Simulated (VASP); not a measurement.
Take KCl (rock salt), against free atoms with fixed spin and no zero-point term, in VASP with PAW potentials, and its cohesive energy.

Task: One run gives 3.53 eV/atom. Which level is it?
A. LDA
B. PBEsol
C. PBE

Result: A, LDA.  The others give 3.29 (PBEsol), 3.13 (PBE).

Only levels that ran to the end are used. Left out are those held back, those with too coarse a band path, GW runs whose mesh misses a band edge, hybrids' fits of cells that aren't cubic and levels without matching references; a question may draw on a part of the rest.
